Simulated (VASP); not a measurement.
Set up this calculation in VASP 6.6.1, as the native input.

| Property | Result |
| --- | --- |
| Task | single point |
| Functional | optB86b-vdW |
| Potentials or basis | VASP PAW PBE potentials, release 64 (Ti_sv, Cl) |
| Cutoff | 400 eV |
| k mesh | 1 × 1 × 1 |
| Occupations | gaussian, width 0.005 eV |
| Spin | no spin polarisation |
| Further INCAR settings | ALGO = Fast; EDIFF = 1e-06; ISYM = 0 |

The structure of TiCl4 lies in POSCAR:

```
TiCl4
1.0
   13.8709050016      0.0000000000      0.0000000000
    0.0000000000     14.3709050016      0.0000000000
    0.0000000000      0.0000000000     14.8709050016
Ti Cl
1 4
Direct
    0.5027000000      0.5044000000      0.5007000000
    0.3474000000      0.5115000000      0.4784000000
    0.5730000000      0.4506000000      0.3802000000
    0.5575000000      0.6435000000      0.5302000000
    0.5326000000      0.4124000000      0.6140000000
```

The input as run:

INCAR

```
AGGAC = 0.0 ; ALGO = Fast
EDIFF = 1E-6 ; ENCUT = 400
GGA = MK ; ISIF = 2
ISMEAR = 0 ; ISYM = 0
LASPH = True ; LCHARG = False
LREAL = False ; LUSE_VDW = True
LWAVE = False ; NELM = 80
PARAM1 = 0.1234 ; PARAM2 = 1.0
PREC = Accurate ; SIGMA = 0.005
```

KPOINTS

```
k-points
0
Gamma
  1 1 1
```

Potentials or basis: VASP PAW PBE potentials, release 64 (Ti_sv, Cl).

Command:

```bash
$ cat potpaw_PBE.64/Ti_sv/POTCAR potpaw_PBE.64/Cl/POTCAR > POTCAR
$ mpirun -np 4 vasp_gam > vasp.out
```

Results of the run:

| Quantity | Value |
| --- | --- |
| Largest force | 0.086 eV/Å |
| Gap between the frontier levels | 3.62 eV |

Caveat: the PAW data sets were made with another functional, which shifts forces and pressure a little.

Wall time 9.3 min on 4 MPI ranks on Intel(R) Xeon(R) 6975P-C (Granite Rapids), with other jobs on the host, peak memory 1.5 GiB a rank.
